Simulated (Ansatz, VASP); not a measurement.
# Cross-check of ZnS (Wurtzite-2H) between VASP and Ansatz, part 3 of 3

One calculation is typed for both programs; each brings its own data sets. How far apart do they land? The cell is taken from a series of runs on this material, whose earlier steps may have relaxed, scaled, displaced or heated it; both programs get it as it stands.

VASP 6.6.1 and Ansatz 0.2.0.

So far: Starting point; Ansatz: zone-centre phonons, LDA; VASP: zone-centre phonons, LDA.

## Step 3: VASP: zone-centre phonons, LDA (continued)

Level of this step: LDA; plane waves and PAW (S, Zn) (VASP).

Numbers of over 12 decimals in the logs are rounded to 6 here.

Parts of OUTCAR (step 3):

```text
ion  position               nearest neighbor table
   1  0.333  0.667  0.373-   4 2.25   4 2.25   4 2.25   3 2.27
   2  0.667  0.333  0.873-   3 2.25   3 2.25   3 2.25   4 2.27
   3  0.333  0.667  0.012-   2 2.25   2 2.25   2 2.25   1 2.27
   4  0.667  0.333  0.512-   1 2.25   1 2.25   1 2.25   2 2.27

  LATTYP: Found a hexagonal cell.
 ALAT       =     3.5886315929
 C/A-ratio  =     1.7565449012

 Subroutine GETGRP returns: Found 12 space group operations
 (whereof  6 operations were pure point group operations)

The static configuration has the point symmetry C_3v.
 The point group associated with its full space group is C_6v.

 Found     95 irreducible k-points:

   k-points           NKPTS =     95   k-points in BZ     NKDIM =     95   number of bands    NBANDS=     24

   dimension x,y,z NGX =    28 NGY =   28 NGZ =   48
   dimension x,y,z NGXF=    56 NGYF=   56 NGZF=   96

   ENCUT  =  500.0 eV  36.75 Ry    6.06 a.u.   6.54  6.54 11.49*2*pi/ulx,y,z

   NELECT =      36.0000    total number of electrons

 k-points in reciprocal lattice and weights: Automatic mesh
   0.00000000  0.00000000  0.00000000       0.001
   0.08333333  0.00000000  0.00000000       0.005
   0.16666667 -0.00000000  0.00000000       0.005
   0.25000000  0.00000000  0.00000000       0.005
   0.33333333  0.00000000  0.00000000       0.005
   0.41666667  0.00000000  0.00000000       0.005
   0.50000000  0.00000000  0.00000000       0.003
   0.08333333  0.08333333  0.00000000       0.005
   0.16666667  0.08333333  0.00000000       0.010
[...]
-1.794315797  3.107846124  0.000000000     0.000000000  0.321766252  0.000000000
     0.000000000  0.000000000  6.303592527     0.000000000  0.000000000  0.158639696

 POSITION                                       TOTAL-FORCE (eV/Angst)
 -----------------------------------------------------------------------------------
     -0.00000      2.07190      2.34873         0.000000     -0.000000     -0.001311
      1.79432      1.03595      5.50053         0.000000      0.000000     -0.001311
     -0.00000      2.07190      0.07815        -0.000000     -0.000000      0.001311
      1.79432      1.03595      3.22994        -0.000000     -0.000000      0.001311
 -----------------------------------------------------------------------------------
    total drift:                               -0.000000     -0.000001      0.000043

 MACROSCOPIC STATIC DIELECTRIC TENSOR (including local field effects in DFT)
 ------------------------------------------------------
           5.986682    -0.000000    -0.000000
          -0.000000     5.986682     0.000000
           0.000000     0.000000     6.493462
 ------------------------------------------------------

 PIEZOELECTRIC TENSOR (including local field effects)  for field in x, y, z        (C/m^2)
          XX          YY          ZZ          XY          YZ          ZX
  --------------------------------------------------------------------------------
  x     0.00000     0.00000     0.00000    -0.00000    -0.00000     0.43946
  y     0.00000    -0.00000     0.00000     0.00000     0.43946    -0.00000
  z     0.33944     0.33944    -0.70605    -0.00000     0.00000     0.00000

 BORN EFFECTIVE CHARGES (including local field effects) (in |e|, cummulative output)
 ---------------------------------------------------------------------------------
 ion    1
    1    -1.73208     0.00000    -0.00000
    2     0.00000    -1.73208    -0.00000
    3    -0.00000    -0.00000    -1.96745
 ion    2
    1    -1.73208     0.00000     0.00000
    2     0.00000    -1.73208     0.00000
    3     0.00000     0.00000    -1.96745
 ion    3
    1     1.73208    -0.00000     0.00000
    2    -0.00000     1.73208    -0.00000
    3     0.00000     0.00000     1.96745
 ion    4
    1     1.73208    -0.00000    -0.00000
    2    -0.00000     1.73208     0.00000
    3    -0.00000     0.00000     1.96745

 Eigenvectors and eigenvalues of the dynamical matrix
 ----------------------------------------------------

   1 f  =   10.972853 THz    68.944468 2PiTHz  366.014975 cm-1    45.380053 meV
             X         Y         Z           dx          dy          dz
     -0.000000  2.071897  2.348734    -0.000000   -0.000000    0.699068
      1.794316  1.035949  5.500531    -0.000000    0.000000   -0.699068
     -0.000000  2.071897  0.078149     0.000000   -0.000000   -0.106319
      1.794316  1.035949  3.229945     0.000000    0.000000    0.106319

   2 f  =    9.662325 THz    60.710180 2PiTHz  322.300478 cm-1    39.960148 meV
             X         Y         Z           dx          dy          dz
     -0.000000  2.071897  2.348734    -0.578233    0.175434   -0.000000
      1.794316  1.035949  5.500531     0.578233   -0.175434   -0.000000
     -0.000000  2.071897  0.078149    -0.351428    0.106622    0.000000
      1.794316  1.035949  3.229945     0.351428   -0.106622    0.000000

   3 f  =    9.662325 THz    60.710180 2PiTHz  322.300478 cm-1    39.960148 meV
             X         Y         Z           dx          dy          dz
     -0.000000  2.071897  2.348734    -0.175434   -0.578233    0.000000
      1.794316  1.035949  5.500531     0.175434    0.578233    0.000000
     -0.000000  2.071897  0.078149    -0.106622   -0.351428   -0.000000
      1.794316  1.035949  3.229945     0.106622    0.351428   -0.000000

   4 f  =    9.629011 THz    60.500860 2PiTHz  321.189229 cm-1    39.822371 meV
             X         Y         Z           dx          dy          dz
     -0.000000  2.071897  2.348734     0.000000   -0.000000   -0.579356
      1.794316  1.035949  5.500531    -0.000000    0.000000   -0.579356
     -0.000000  2.071897  0.078149    -0.000000    0.000000    0.405397
      1.794316  1.035949  3.229945    -0.000000    0.000000    0.405397

   5 f  =    9.532554 THz    59.894804 2PiTHz  317.971776 cm-1    39.423458 meV
             X         Y         Z           dx          dy          dz
     -0.000000  2.071897  2.348734    -0.554682    0.168287   -0.000000
      1.794316  1.035949  5.500531    -0.554682    0.168287   -0.000000
     -0.000000  2.071897  0.078149     0.387536   -0.117576    0.000000
      1.794316  1.035949  3.229945     0.387536   -0.117576    0.000000

   6 f  =    9.532554 THz    59.894804 2PiTHz  317.971776 cm-1    39.423458 meV
             X         Y         Z           dx          dy          dz
     -0.000000  2.071897  2.348734    -0.168287   -0.554682    0.000000
      1.794316  1.035949  5.500531    -0.168287   -0.554682    0.000000
     -0.000000  2.071897  0.078149     0.117576    0.387536   -0.000000
      1.794316  1.035949  3.229945     0.117576    0.387536   -0.000000

   7 f  =    6.609623 THz    41.529488 2PiTHz  220.473301 cm-1    27.335193 meV
             X         Y         Z           dx          dy          dz
     -0.000000  2.071897  2.348734     0.000000   -0.000000   -0.106319
      1.794316  1.035949  5.500531    -0.000000    0.000000    0.106319
     -0.000000  2.071897  0.078149     0.000000   -0.000000   -0.699068
      1.794316  1.035949  3.229945     0.000000    0.000000    0.699068

   8 f  =    1.986257 THz    12.480023 2PiTHz   66.254416 cm-1     8.214497 meV
             X         Y         Z           dx          dy          dz
     -0.000000  2.071897  2.348734    -0.351433    0.106607    0.000000
      1.794316  1.035949  5.500531     0.351433   -0.106607    0.000000
     -0.000000  2.071897  0.078149     0.578240   -0.175410    0.000000
      1.794316  1.035949  3.229945    -0.578240    0.175410    0.000000

   9 f  =    1.986257 THz    12.480023 2PiTHz   66.254416 cm-1     8.214497 meV
             X         Y         Z           dx          dy          dz
     -0.000000  2.071897  2.348734    -0.106607   -0.351433    0.000000
      1.794316  1.035949  5.500531     0.106607    0.351433   -0.000000
     -0.000000  2.071897  0.078149     0.175410    0.578240    0.000000
      1.794316  1.035949  3.229945    -0.175410   -0.578240   -0.000000

  10 f/i=    0.003460 THz     0.021737 2PiTHz    0.115398 cm-1     0.014308 meV
             X         Y         Z           dx          dy          dz
     -0.000000  2.071897  2.348734     0.000000   -0.000000   -0.405397
      1.794316  1.035949  5.500531     0.000000   -0.000000   -0.405397
     -0.000000  2.071897  0.078149     0.000000   -0.000000   -0.579356
      1.794316  1.035949  3.229945     0.000000   -0.000000   -0.579356

  11 f/i=    0.010299 THz     0.064710 2PiTHz    0.343536 cm-1     0.042593 meV
             X         Y         Z           dx          dy          dz
     -0.000000  2.071897  2.348734     0.327136   -0.238726    0.000000
      1.794316  1.035949  5.500531     0.327136   -0.238726    0.000000
     -0.000000  2.071897  0.078149     0.468231   -0.341690    0.000000
      1.794316  1.035949  3.229945     0.468231   -0.341690    0.000000

  12 f/i=    0.010299 THz     0.064710 2PiTHz    0.343536 cm-1     0.042593 meV
             X         Y         Z           dx          dy          dz
     -0.000000  2.071897  2.348734     0.238726    0.327136    0.000000
      1.794316  1.035949  5.500531     0.238726    0.327136    0.000000
     -0.000000  2.071897  0.078149     0.341690    0.468231    0.000000
      1.794316  1.035949  3.229945     0.341690    0.468231    0.000000

 MACROSCOPIC STATIC DIELECTRIC TENSOR IONIC CONTRIBUTION
 ------------------------------------------------------
           1.932103    -0.000000     0.000000
          -0.000000     1.932103     0.000000
           0.000000     0.000000     2.441923
 ------------------------------------------------------

 ELASTIC MODULI CONTR FROM IONIC RELAXATION (kBar)
 Direction    XX          YY          ZZ          XY          YZ          ZX
 --------------------------------------------------------------------------------
 XX        -588.7715    137.3133    270.3969      0.0000     -0.0000     -0.0000
 YY         137.3133   -588.7715    270.3969      0.0000     -0.0000      0.0000
 ZZ         270.3969    270.3969   -323.9038     -0.0000      0.0000      0.0000
 XY           0.0000      0.0000     -0.0000   -363.0424     -0.0000      0.0000
 YZ          -0.0000     -0.0000      0.0000     -0.0000   -178.1440      0.0000
 ZX          -0.0000      0.0000      0.0000     -0.0000      0.0000   -200.1084
 --------------------------------------------------------------------------------

 PIEZOELECTRIC TENSOR IONIC CONTR  for field in x, y, z        (C/m^2)
          XX          YY          ZZ          XY          YZ          ZX
  --------------------------------------------------------------------------------
  x    -0.00000     0.00000     0.00000    -0.00000     0.00000    -0.58509
  y     0.00000     0.00000     0.00000    -0.00000    -0.55204     0.00000
  z    -0.69861    -0.69861     0.83685     0.00000    -0.00000    -0.00000
```

## Step 4: Comparison

Known differences besides the potentials themselves: fixed occupations in Ansatz, narrow Gaussian smearing in VASP; VASP's response is taken on the typed mesh, Ansatz refines its own for the field response alone; the cutoff is 420 eV in Ansatz and 500 eV in VASP; VASP's log shows a relativistic correction to its local exchange, Ansatz's none. Total energies have different zeros and are not compared.

The two programs side by side:

```
                                     quantity  Ansatz   VASP  difference
                                        ε∞ xx    6.04   5.99     +0.83 %
                                        ε∞ yy    6.04   5.99     +0.83 %
                                        ε∞ zz    6.56   6.49     +0.99 %
 Born charge of S1 (mean of the diagonal) (e)   -1.80  -1.81       +0.02
Born charge of Zn3 (mean of the diagonal) (e)    1.80   1.81       -0.02
                   optical mode 1 to 2 (cm⁻¹)    68.2   66.3     +2.92 %
                        optical mode 3 (cm⁻¹)   220.0  220.5     -0.21 %
                   optical mode 4 to 5 (cm⁻¹)   316.9  318.0     -0.35 %
                        optical mode 6 (cm⁻¹)   319.7  321.2     -0.45 %
                   optical mode 7 to 8 (cm⁻¹)   321.2  322.3     -0.35 %
                        optical mode 9 (cm⁻¹)   365.0  366.0     -0.29 %
```

Modes are paired by rising frequency, not by their patterns, so a pair may set unlike modes beside each other; they are those without the splitting of longitudinal modes.

## Step 5: What came out

| Quantity | Value |
| --- | --- |
| r.m.s. difference of the optical zone-centre modes, each program's sorted by frequency (zone-centre phonons, LDA) | 1.3 cm⁻¹ |
| difference in optical mode 1 to 2 (zone-centre phonons, LDA) | +2.9 % |

In words: The r.m.s. difference of the optical zone-centre modes, each program's sorted by frequency is 1.3 cm⁻¹ (zone-centre phonons, LDA). Among the rows given in per cent, the largest difference of the zone-centre phonons, LDA pair is in optical mode 1 to 2, +2.9 %. How closely two codes agree says nothing of how well the functional describes the real material.

[Lines on the potential files, build, host, timing and source positions are cut from VASP's logs without a mark.]

[Logs are printed without paths, hosts, clocks, repeated set-up lines and the standing remarks that a program may print on its own settings, such as how far it seeks lower states.]

[Hosts, paths, dates, database ids (printed as entryN), source tags and the programs' standing remarks are cut or masked in the printed files.]
